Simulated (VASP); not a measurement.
HPbNO4:

```
H Pb N O
1.0
     4.27531   -0.00040    0.00636
    -2.08399    5.20775   -0.04907
    -2.12377   -1.86574    4.91491
H Pb N O
1 1 1 4
Direct
  0.99073 0.03330 0.90994
  0.50274 0.81989 0.14287
  0.00838 0.47408 0.50265
  0.99816 0.92741 0.02877
  0.19467 0.73435 0.60852
  0.81673 0.35882 0.24556
  0.01381 0.33121 0.65217
```

The cell was built by a generator and needn't be a form met in nature.

- Program: VASP 6.6.1
- Task: single point
- Functional: PBE
- Potentials or basis: VASP PAW PBE potentials, release 64 (H, Pb_d, N, O)
- Cutoff: 520 eV
- k mesh: 8 × 6 × 6
- Occupations: fermi-dirac, width 0.05 eV
- Spin: no spin polarisation

On this cell: pressure 0.6 GPa; largest force 0.387 eV/Å; band gap on the k mesh 2.79 eV, indirect (least direct gap 3.13 eV).

The same run follows on a disturbed copy (atoms moved at random, drawn with an rms of 0.05 Å):

```
CELL_PARAMETERS angstrom
4.27531 -0.00040 0.00636
-2.08399 5.20775 -0.04907
-2.12377 -1.86574 4.91491
ATOMIC_POSITIONS crystal
H 0.97723 0.02800 0.91579
Pb 0.49736 0.81385 0.14730
N 0.02169 0.47845 0.50307
O 0.99572 0.92002 0.02478
O 0.17696 0.72371 0.60796
O 0.82352 0.36669 0.24507
O 0.99775 0.32701 0.64938
```

**Question.** What does the disturbed cell give?

**Answer.** The energy moves by +40.0 meV/atom; pressure 3.3 GPa; largest force 4.796 eV/Å; band gap on the k mesh 2.89 eV, indirect (least direct gap 3.27 eV).

Forces on the atoms (eV/Å):
```
H    0.015  1.559 -1.056
Pb   0.097  0.163  0.007
N   -1.720 -3.929 -1.237
O   -0.177 -1.590  1.097
O    0.530  4.286  2.086
O    0.597 -0.438 -0.757
O    0.657 -0.051 -0.140
```

Stress tensor (GPa, compression positive):
```
-1.00 -0.55 -0.27
-0.55  7.64  2.08
-0.27  2.08  3.32
```

Caveats: spin-orbit coupling is left out, which as a rule narrows the gap of such compounds by several tenths of an eV; the standard files for N, O and F lose accuracy on very short bonds (some runs).

A k mesh can miss the band edges.
